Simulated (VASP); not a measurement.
The system is Re.

```
Re
1.0
     2.76000    0.00000    0.00000
    -1.38000    2.39023    0.00000
     0.00000    0.00000    4.45000
Re
2
Direct
  0.33333 0.66667 0.25000
  0.66667 0.33333 0.75000
```

The cell was built by a generator and needn't be a form met in nature.

* Program: VASP 6.6.1
* Task: relaxation of cell and atoms
* Functional: PBE
* Potentials or basis: VASP PAW PBE potentials, release 64 (Re)
* Cutoff: 700 eV
* k mesh: 18 × 18 × 10
* Occupations: methfessel-paxton, width 0.1 eV
* Spin: no spin polarisation

At the start: pressure 6.7 GPa; volume 14.68 Å³/atom.

Task: How do energy, volume and symmetry change on relaxing?

Result: Over 10 steps the energy falls by 5.3 meV/atom and the volume is 14.93 Å³/atom (+1.7 %); space group P6_3/mmc (No. 194, to 0.05 Å).

Step by step:
```
step  energy change (eV)  largest force (eV/Å)  pressure (GPa)  volume (Å³)
   1              0.0000                0.0000            6.70        29.36
   2              0.1515                0.0000          -22.26        32.04
   3             -0.0106                0.0000           -0.23        29.88
   4             -0.0106                0.0000           -0.07        29.87
   5             -0.0106                0.0000            0.07        29.86
   6             -0.0106                0.0000            0.17        29.86
   7             -0.0106                0.0000            0.15        29.86
   8             -0.0106                0.0000            0.15        29.86
   9             -0.0106                0.0000           -0.40        29.90
  10             -0.0106                0.0000            0.01        29.87
```

Final structure:
```xyz
2
Lattice="2.7737 0.0000 0.0000 -1.3868 2.4021 0.0000 0.0000 0.0000 4.4826" Properties=species:S:1:pos:R:3 pbc="T T T"
Re    0.0000    1.6014    1.1207
Re    1.3868    0.8007    3.3620
```
